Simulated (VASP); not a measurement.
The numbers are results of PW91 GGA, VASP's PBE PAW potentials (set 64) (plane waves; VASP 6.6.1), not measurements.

The input files of a VASP run:

File POSCAR:
```
Ge
1
    0.0000000000     2.9075731456     2.9075731456
    2.9075731456     0.0000000000     2.9075731456
    2.9075731456     2.9075731456     0.0000000000
Ge
2
Direct
  0.0000000000   0.0000000000   1.0000000000
  0.2500000000   0.2500000000   0.2500000000
```

**INCAR**
```
SYSTEM = Ge
PREC = Accurate
ENCUT = 520
EDIFF = 1E-7
NELM = 100
ALGO = Normal
LREAL = .FALSE.
LASPH = .TRUE.
ISMEAR = 1
SIGMA = 0.1
GGA = 91
LMAXMIX = 4
LWAVE = .FALSE.
LCHARG = .FALSE.
ISIF = 2
```

**KPOINTS**
```
K-points
0
Gamma
 11 11 11
0 0 0
```

POTCAR, in this order: Ge_d (PBE.64 set). Program: vasp_std.

Task: What will the output report for the number of irreducible k-points (NKPTS), largest plane-wave count, number of space-group operations, FFT grid (NGX, NGY, NGZ)?

Result: 
| Property | Value |
|---|---|
| number of irreducible k-points (NKPTS) | 56 |
| largest plane-wave count | 1363 |
| number of space-group operations | 48 |
| FFT grid (NGX, NGY, NGZ) | 32 × 32 × 32 |

The compound is Ge in the diamond structure. This cell is one point of a volume scan, at 1.03 of the reference volume.
